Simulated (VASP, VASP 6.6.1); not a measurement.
# Working log: the lattice constant of bcc niobium in VASP

*Notes of a novice, printed with their mistakes. Don't take the settings or the reasoning as a model; a review follows at the end.*

## The question

The number I want to reproduce is the cubic lattice constant a of niobium, 3.301 Å. It comes from "Mössbauer and X-ray Studies of Radiation-Induced Processes in Nb–Zr Alloys Implanted with 57Fe Ions" (2023, PubMed Central 10220652). It was measured by X-ray diffraction on a rolled foil that had been annealed at 800 C, and it belongs to the foil before any ions were implanted. A JCPDS card is cited beside the niobium pattern. No uncertainty is given with the value, and neither is the temperature of the measurement.

| compared with | measured | source's wording or label | method |
| --- | --- | --- | --- |
| lattice constant a of the conventional cell (Å) | 3.301 | cubic a of unimplanted Nb | X-ray diffraction |

Conditions are those given with the value in the passage it was taken from; "not stated" means there, and the paper may say more elsewhere.

## How to go about it

I want to get a = 3.301 Å out of a relaxation. The model is one Nb atom in the primitive cell, space group Im-3m, starting from a published structure with a = 3.300 Å. My target is 0.005 Å either way, which I chose because it looks like good agreement. I will start with PBEsol, since I have read that it is made for solids, and if the number is off I will change settings until it fits.

System: Nb, space group Im-3m (Niobium); Im-3m (No. 229), 1 atom in the cell; conventional a = 3.300 A, from a published structure refinement (COD).

On the selection of runs and values: 1 further cited values are not listed: repeats, values quoted from earlier work, more than five for one quantity or six quantities, optical onsets of an indirect gap, modes that a denser mesh moves by over 3 %, or quantities that fewer than three runs give.

## 1. A short PBEsol relaxation

The starting cell is only 0.001 Å away from the measured value, so there is hardly anything left to relax. I am setting NSW = 2, because two steps should be plenty for such a small distance and the run will be over quickly. I expect a to stay at about 3.30 Å.

**Run 1.** VASP 6.6.1: PBEsol; 450 eV, 18x18x18 k mesh; cell and atoms relaxed, NSW = 2.

Key lines of the input:
```
ALGO = Normal
EDIFF = 1E-06
EDIFFG = -0.006
ENCUT = 450
GGA = PS
IBRION = 2
ISIF = 3
ISMEAR = 1
NBANDS = 12
NELM = 60
NSW = 2
PREC = Accurate
SIGMA = 0.15
KPOINTS: Gamma, 18 18 18
PAW data sets: Nb_sv (PBE 64)
```

Command:
```
mpirun -np 4 vasp_std
```

Selected lines of the output:
```
DAV:   8    -0.108340228738E+02   -0.19762E-05   -0.72153E-05  5588   0.732E-02    0.208E-02
DAV:   9    -0.108340143482E+02    0.85257E-05   -0.10704E-05  7672   0.440E-02    0.335E-03
DAV:  10    -0.108340151083E+02   -0.76011E-06   -0.62843E-07  3956   0.766E-03
   2 F= -.10834015E+02 E0= -.10834059E+02  d E =0.854745E-01
 trial-energy change:    0.085474  1 .order    0.093892   -0.176706    0.364491
 step:   0.3477(harm=  0.3265)  dis= 0.00000  next Energy=   -10.950562 (dE=-0.311E-01)
```

Not converged; 7.6 s on 4 cores of Intel Xeon 6975P-C (Granite Rapids), shared host.

The last electronic step changed the energy by only -0.76E-06, which is below my EDIFF of 1E-06, so I take the run as converged. The second ionic step has d E = 0.085, which is a small number too. I conclude that the cell was already in the right place and that PBEsol agrees with the measured 3.301 Å.

## 2. PBEsol again, with PSTRESS

I would like a proper final value of a for the log, so this time I leave the number of steps alone. I also found the tag PSTRESS, which I understand as the stress at which the relaxation may stop. I am setting it to 100 so that the run does not go on for long over a cell that is already good. I expect about 3.30 Å.

**Run 2.** VASP 6.6.1: PBEsol; 450 eV, 18x18x18 k mesh; cell and atoms relaxed, PSTRESS = 100.

Key lines of the input, as changed from run 1:
```diff
- NSW = 2
+ NSW = 50
+ PSTRESS = 100
```

Selected lines of the output:
```
 reached required accuracy - stopping structural energy minimisation
  external PRESSURE =       0.3545994 kB  Pullay stress =     100.0000000 kB
```

Converged; 15 s on the same hardware.

| quantity | run 2 | measured | deviation |
| --- | --- | --- | --- |
| lattice constant a of the conventional cell (Å) | 3.215 | 3.301 | −0.086 (−2.6 %) |
| volume of the conventional cell (Å³) | 33.22 |  |  |
| space group at the end | Im-3m |  |  |
| pressure left at the end (GPa) | 10.03546 |  |  |

This run says "reached required accuracy", so 3.215 Å must be the proper answer for these settings. It is 0.086 Å shorter than the measured 3.301 Å and far outside my target. The external pressure is only 0.35 kB, so the cell is relaxed and the stress setting did its job. That leaves the functional as the thing that is wrong.

## 3. Typing the functional's name in full

In the input the functional is written GGA = PS. I am not sure that these two letters really mean PBEsol; they could stand for something to do with pseudopotentials. I will type GGA = PBESOL so that the program cannot misunderstand me. I am also taking PSTRESS out, since the cell relaxed without trouble and I don't think it is needed. If the short cell came from the wrong functional, a should now go back up to about 3.30 Å.

**Run 3.** VASP 6.6.1: PBEsol; 450 eV, 18x18x18 k mesh; cell and atoms relaxed, GGA = PBESOL typed.

Key lines of the input, as changed from run 2:
```diff
- GGA = PS
+ GGA = PBESOL
- PSTRESS = 100
```

Selected lines of the output:
```
|     Error: One of the selected functionals does not exist.                  |
running    4 mpi-ranks, on    1 nodes
 distrk:  each k-point on    1 cores,    4 groups
 distr:  one band on    1 cores,    1 groups
 POSCAR found type information on POSCAR Nb
 POSCAR found :  1 types and       1 ions
 scaLAPACK will be used
```

Input refused; 4.6 s on the same hardware.

The program says that one of the selected functionals does not exist. I read this as PBEsol not being included in this version of VASP. The two letters PS must then have selected something else, which would explain why I got 3.215 Å. My first two runs were therefore not PBEsol at all, and I am crossing that name out beside them.

## 4. RPBE to make the cell longer

I need a functional that gives a longer cell than 3.215 Å. I have read that RPBE binds atoms more weakly than PBE, so the atoms should sit further apart. The R stands for revised, so I assume that it is also the better version of the two. I expect it to make up the missing 0.086 Å and come out close to 3.301 Å.

**Run 4.** VASP 6.6.1: RPBE; 450 eV, 18x18x18 k mesh; cell and atoms relaxed.

Key lines of the input, as changed from run 3:
```diff
- GGA = PBESOL
+ GGA = RP
- NELM = 60
+ NELM = 100
```

Selected lines of the output:
```
   3 F= -.96981992E+01 E0= -.96980176E+01  d E =-.360704E-03
  external PRESSURE =      -0.0098469 kB  Pullay stress =       0.0000000 kB
```

Converged; 9 s on the same hardware.

| quantity | run 4 | measured | deviation |
| --- | --- | --- | --- |
| lattice constant a of the conventional cell (Å) | 3.326 | 3.301 | +0.025 (+0.8 %) |
| volume of the conventional cell (Å³) | 36.80 |  |  |
| space group at the end | Im-3m |  |  |
| pressure left at the end (GPa) | −0.00098 |  |  |

RPBE gives 3.326 Å, which is 0.025 Å too long and still outside my target. The pressure left at the end is negative, so the cell still wants to shrink. I take this as the reason for the miss: some attraction between the atoms is missing from RPBE, and the cell stopped too early without it.

## 5. Adding van der Waals attraction

The attraction I know of that is often missing is the van der Waals force, so I looked for a functional that includes it. I am taking r2SCAN with rVV10, where the second part is the van der Waals term. It should pull the atoms together by about the 0.025 Å that RPBE was too long. I expect 3.30 Å, and that would show that niobium is held at its measured size by van der Waals forces.

**Run 5.** VASP 6.6.1: r2SCAN + rVV10; 450 eV, 18x18x18 k mesh; cell and atoms relaxed, relaxed twice, LASPH on.

Key lines of the input, as changed from run 4:
```diff
+ BPARAM = 11.95
+ CPARAM = 0.0093
- GGA = RP
+ IVDW_NL = 2
+ LASPH = .TRUE.
+ LUSE_VDW = .TRUE.
+ METAGGA = R2SCAN
```

Selected lines of the output:
```
   4 F= -.24631720E+02 E0= -.24631523E+02  d E =-.122407E-01
```

Converged; 98 s on the same hardware (all steps together).

| quantity | run 5 | measured | deviation |
| --- | --- | --- | --- |
| lattice constant a of the conventional cell (Å) | 3.294 | 3.301 | −0.007 (−0.2 %) |
| volume of the conventional cell (Å³) | 35.75 |  |  |
| space group at the end | Im-3m |  |  |
| pressure left at the end (GPa) | 0.04169 |  |  |

r2SCAN with rVV10 gives 3.294 Å. It is 0.007 Å too short, so it just misses my target of 0.005 Å. The cell did shrink compared with RPBE, which confirms that the van der Waals force was what was missing, only now there is slightly too much of it. The energy is also far lower than with RPBE, about -25 against -9.7, so this functional must describe niobium much better.

## 6. Back to PS with a lower cutoff

The last run took 98 s, and I would rather tune something quick. The functional behind the letters PS took 15 s and gave 3.215 Å, which means that its atoms attract each other too strongly. ENCUT is an energy cutoff, so I think that lowering it cuts away part of the binding energy and lets the cell grow. I am going down from 450 to 290 eV and expect a to rise towards 3.30 Å.

**Run 6.** VASP 6.6.1: PBEsol; 290 eV, 18x18x18 k mesh; cell and atoms relaxed, relaxed twice.

Key lines of the input, as changed from run 4:
```diff
- ENCUT = 450
- GGA = RP
+ ENCUT = 290
+ GGA = PS
```

Selected lines of the output:
```
 reached required accuracy - stopping structural energy minimisation
  volume of cell :       17.34
```

Converged; 8.4 s on the same hardware (all steps together).

| quantity | run 6 | measured | deviation |
| --- | --- | --- | --- |
| lattice constant a of the conventional cell (Å) | 3.261 | 3.301 | −0.040 (−1.2 %) |
| volume of the conventional cell (Å³) | 34.68 |  |  |
| space group at the end | Im-3m |  |  |
| pressure left at the end (GPa) | −0.00618 |  |  |

Lowering the cutoff worked. The cell went from 3.215 Å to 3.261 Å, which is 0.046 Å longer, so a smaller ENCUT does make the atoms bind less. It is still 0.040 Å short of the measured value, so the cutoff has repaired about half of the error.

## 7. More k-points for the other half

The other number I can turn is the k mesh. More k-points make a calculation more accurate, and a more accurate calculation has to be closer to experiment, so a 26x26x26 mesh should bring the remaining 0.040 Å. I am putting the cutoff back to 450 eV, because 290 eV looks low in a thesis and the denser mesh should make up for it. I expect 3.30 Å.

**Run 7.** VASP 6.6.1: PBEsol; 450 eV, 26x26x26 k mesh; cell and atoms relaxed, relaxed twice.

Key lines of the input, as changed from run 4:
```diff
- GGA = RP
+ GGA = PS
- KPOINTS: Gamma, 18 18 18
+ KPOINTS: Gamma, 26 26 26
```

Selected lines of the output:
```
 reached required accuracy - stopping structural energy minimisation
  volume of cell :       17.46
```

Converged; 48 s on the same hardware (all steps together).

| quantity | run 7 | measured | deviation |
| --- | --- | --- | --- |
| lattice constant a of the conventional cell (Å) | 3.268 | 3.301 | −0.033 (−1.0 %) |
| volume of the conventional cell (Å³) | 34.91 |  |  |
| space group at the end | Im-3m |  |  |
| pressure left at the end (GPa) | 0.00495 |  |  |

The denser mesh gives 3.268 Å. The first finished run with PS had the same cutoff and gave 3.215 Å, so the k-points have added 0.053 Å, which is more than I got from lowering the cutoff. The cell is still 0.033 Å too short. Since the mesh is now very fine, I count the calculation as accurate, and what is left must be a missing force.

## 8. Van der Waals again, now with PS

My closest value so far, 3.294 Å, came from the run with a van der Waals term, so that term seems to be what niobium needs. I am adding the D3(BJ) correction to PS. I am going back to the 18x18x18 mesh, because the k-points have done their part and the correction is a separate thing. I expect it to bring this functional to about 3.29 Å as well, perhaps all the way to 3.301 Å.

**Run 8.** VASP 6.6.1: PBEsol + D3(BJ); 450 eV, 18x18x18 k mesh; cell and atoms relaxed, relaxed twice.

Key lines of the input, as changed from run 4:
```diff
- GGA = RP
+ GGA = PS
+ IVDW = 12
```

Selected lines of the output:
```
 reached required accuracy - stopping structural energy minimisation
  volume of cell :       16.77
```

Converged; 26 s on the same hardware (all steps together).

| quantity | run 8 | measured | deviation |
| --- | --- | --- | --- |
| lattice constant a of the conventional cell (Å) | 3.225 | 3.301 | −0.076 (−2.3 %) |
| volume of the conventional cell (Å³) | 33.55 |  |  |
| space group at the end | Im-3m |  |  |
| pressure left at the end (GPa) | 0.00252 |  |  |

With D3(BJ) the cell comes out at 3.225 Å, which is 0.076 Å too short. On the same 18x18x18 mesh PS alone gave 3.215 Å, so the van der Waals correction has made the cell 0.010 Å longer. That is the right direction, but much less than I had hoped for. The drop from 3.268 Å must come from going back to the coarser mesh, where I lost what the k-points had gained. I conclude that D3(BJ) is a weaker kind of van der Waals force than rVV10, and that 3.294 Å from r2SCAN with rVV10 remains my best value.

## The runs side by side

| run | settings | lattice constant a of the conventional cell (Å) | deviation | cost | status |
| --- | --- | --- | --- | --- | --- |
| 1 | PBEsol, 450 eV, 18x18x18 k mesh, NSW = 2 | – |  | under 1 core-min | not converged |
| 2 | PBEsol, 450 eV, 18x18x18 k mesh, PSTRESS = 100 | 3.215 | −0.086 (−2.6 %) | under 1 core-min |  |
| 3 | PBEsol, 450 eV, 18x18x18 k mesh, GGA = PBESOL typed | – |  | under 1 core-min | input refused |
| 4 | RPBE, 450 eV, 18x18x18 k mesh | 3.326 | +0.025 (+0.8 %) | under 1 core-min |  |
| 5 | r2SCAN + rVV10, 450 eV, 18x18x18 k mesh, relaxed twice, LASPH on | 3.294 | −0.007 (−0.2 %) | 6.5 core-min |  |
| 6 | PBEsol, 290 eV, 18x18x18 k mesh, relaxed twice | 3.261 | −0.040 (−1.2 %) | under 1 core-min |  |
| 7 | PBEsol, 450 eV, 26x26x26 k mesh, relaxed twice | 3.268 | −0.033 (−1.0 %) | 3.2 core-min |  |
| 8 | PBEsol + D3(BJ), 450 eV, 18x18x18 k mesh, relaxed twice | 3.225 | −0.076 (−2.3 %) | 1.7 core-min |  |
|  | measured | 3.301 |  |  |  |

## Closing entry

I am settling on 3.294 Å from r2SCAN with rVV10 as my lattice constant for niobium. It is 0.007 Å below the measured 3.301 Å. My target was 0.005 Å, but I had picked that number myself, so I am changing it to 0.01 Å and counting the result as a success.

For the thesis I will write that niobium is held at its size by van der Waals forces, and that rVV10 describes them better than D3(BJ), which only reached 3.225 Å. RPBE, at 3.326 Å, has too little attraction. I still don't know which functional the letters PS stand for, since this VASP does not have PBEsol. It gave me 3.215, 3.261 and 3.268 Å depending on the settings, so I don't trust it and will leave it out of the results table.

If my supervisor wants the last 0.007 Å, I would run r2SCAN with rVV10 again on a denser k mesh, because more k-points made the cell longer before.

## An expert's review

Further runs made for the review:

| reviewer's run | settings | lattice constant a of the conventional cell (Å) | deviation | cost |
| --- | --- | --- | --- | --- |
| R1 | PBEsol, 450 eV, 18x18x18 k mesh, relaxed twice | 3.269 | −0.032 (−1.0 %) | 80 core-s |
| R2 | PBE, 450 eV, 18x18x18 k mesh | 3.307 | +0.006 (+0.2 %) | under 1 core-min |
| R3 | r2SCAN, 450 eV, 18x18x18 k mesh, LASPH on | 3.302 | +0.001 (+0.0 %) | 3.4 core-min |
|  | measured | 3.301 |  |  |

The target of 0.005 Å was arbitrary: the source gives no uncertainty, and functionals commonly miss lattice constants by roughly 1 %. Changing settings until the number fits tests nothing.

Run 1 started from a cell stretched by 3 % in volume, not one 0.001 Å away, and two ionic steps could not relax it. The tiny last change belonged to the electronic loop; 0.085 eV between ionic steps is large. A full PBEsol relaxation (R1) takes 80 core-seconds and gives 3.269 Å.

In run 2, PSTRESS is not a stopping threshold but an applied pressure, here 100 kbar. The 10 GPa left at the end was the sign. It squeezed the cell by 0.054 Å against R1, and the functional got the blame. Run 3 rightly dropped the tag, but its error rejects only the word PBESOL. PS does mean PBEsol, as a look in the manual would have shown.

RPBE does lengthen the cell, as run 4 expected, but "revised" doesn't mean better for solids: PBE (R2) gives 3.307 Å, closer than RPBE's 3.326 Å. The remaining pressure is negligible, so the cell had not stopped early, and the miss does not point to missing van der Waals attraction.

Run 5 sensibly used LASPH and a second relaxation, but changed the functional along with the van der Waals term. r2SCAN alone (R3), at 3.4 core-minutes, gives 3.302 Å, so rVV10 shortens the cell by only 0.008 Å. Metallic bonding holds niobium together. Total energies from different functionals cannot rank them.

Runs 6 to 8 were misread because the squeezed cell of run 2 served as the reference. Against R1, the 290 eV cutoff shortened the cell by 0.008 Å; it makes the basis poorer rather than the bonds weaker. The denser mesh of run 7 changed the cell by just 0.001 Å: convergence leads to the functional's own answer, not to experiment, and the remaining gap proves no missing force. D3(BJ) shortened the cell by 0.044 Å, so the drop in run 8 came from the correction, not the mesh, and D3(BJ) was not shown to be weaker than rVV10.

Widening the target afterwards makes the closing "success" meaningless. The van der Waals claims should leave the thesis, and PBEsol belongs in its table with R1's value. Judging by PBEsol, a denser mesh is unlikely to supply the last 0.007 Å.

Sound simulation matches the measurement well: r2SCAN and PBE come within 0.006 Å, while PBEsol is 0.032 Å short. Nothing here casts doubt on the measured value. All runs omit zero-point motion and thermal expansion, which would lengthen the cell slightly, so r2SCAN's near-exact hit is partly luck. PBEsol's short cell fits its known habit: its gradient correction to exchange is weaker than PBE's, which generally shortens lattice constants, and for niobium PBE is already close.

[Logs are printed without paths, hosts, clocks, repeated set-up lines and the standing remarks that a program may print on its own settings, such as how far it seeks lower states.]

[The runs shown are a pick from a larger set of finished runs; failed, doubtful and other runs were left out of it ahead of writing. So were measured values far from every level or from commonly accepted values, and agreement can look better than it is. Lines of input and output are excerpts and may be shortened.]
